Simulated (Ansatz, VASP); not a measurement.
**KMg6Ti: VASP beside Ansatz**

run.py

```python
from ase.calculators.vasp import Vasp
from ase.dft.bandgap import bandgap
from ase.spacegroup import crystal

atoms = crystal(
    ['Ti', 'K', 'Mg', 'Mg', 'Mg', 'Mg'],
    basis=[[0.0, 0.5, 0.416136], [0.5, 0.5, 0.083667], [0.5, 0.5, 0.576621], [0.5, 0.2317335, 0.8400995], [0.0, 0.5, 0.906311], [0.0, 0.2384135, 0.1685335]],
    spacegroup=38,
    setting=1,
    cellpar=[5.280924, 6.650702, 11.27942, 90.0, 90.0, 90.0],
    primitive_cell=True,
)
calc = Vasp(
    directory='calc',
    xc='pbe',
    pp='PBE',
    setups='minimal',
    prec='Accurate',
    encut=500,
    ediff=1e-06,
    ismear=0,
    sigma=0.1,
    lreal=False,
    lasph=True,
    nelm=100,
    algo='Fast',
    isif=2,
    lwave=False,
    lcharg=True,
    lelf=True,
    lvhar=True,
    kpts=[5, 5, 5],
    gamma=True,
    nbands=22,
)
atoms.calc = calc

print('energy (eV):', atoms.get_potential_energy())
print('free energy (eV):', atoms.get_potential_energy(force_consistent=True))
print('forces (eV/A):')
print(atoms.get_forces())
print('stress (eV/A^3, Voigt):', atoms.get_stress())
print('Fermi level (eV):', calc.get_fermi_level())
gap, top, bottom = bandgap(calc)
print('band gap (eV):', gap, 'from (spin, k, band)', top, 'to', bottom)
```

The input input.yaml:

```yaml
crystal:
  lattice:
    - [0.0, 3.325351, -5.63971]
    - [0.0, 3.325351, 5.63971]
    - [5.280924, 0.0, 0.0]
  atoms:
    - { symbol: Mg, position: [0.923379, 0.076621, 0.5] }
    - { symbol: Mg, position: [0.391634, 0.071833, 0.5] }
    - { symbol: Mg, position: [0.928167, 0.608366, 0.5] }
    - { symbol: Mg, position: [0.593689, 0.406311, 0.0] }
    - { symbol: Ti, position: [0.083864, 0.916136, 0.0] }
    - { symbol: K, position: [0.416333, 0.583667, 0.5] }
    - { symbol: Mg, position: [0.06988, 0.406947, 0.0] }
    - { symbol: Mg, position: [0.593053, 0.93012, 0.0] }
hamiltonian:
  xc: pbe
  pseudopotentials: { kind: paw }
kpoints:
  mp_grid: { grid: [5, 5, 5] }
scf:
  occupations: { method: gaussian, width: 0.1 }
output:
  forces: true
  stress: true
  eigenvalues: true
```

The cell comes from a database or a generator and needn't be the stable form of this composition.

Alike in both runs: task single point; functional PBE; k mesh 5 × 5 × 5; occupations gaussian, width 0.1 eV; no spin polarisation.

```csv
,VASP,Ansatz
version,VASP 6.6.1,Ansatz 0.2.0
potentials or method,"VASP PAW PBE potentials, release 64 (Mg, Ti, K_pv)",Ansatz PAW
plane-wave cutoff (eV),500,420
valence electrons in the cell,23,81
```

```csv
,VASP,Ansatz,Ansatz less VASP
gap on the k mesh at the Fermi level (eV),none,none,-
pressure (GPa),-0.5,-0.4,+0.03
largest component of the traceless stress (GPa),1.03,1.00,-0.032
rms of the force components (eV/Å),0.031,0.031,+0.0005
```

Atom by atom the forces differ by 0.005 eV/Å (rms over components). A gap of «none» marks a metal or a gap that the smearing closes. The two sets of potentials don't hold the same shells in valence.
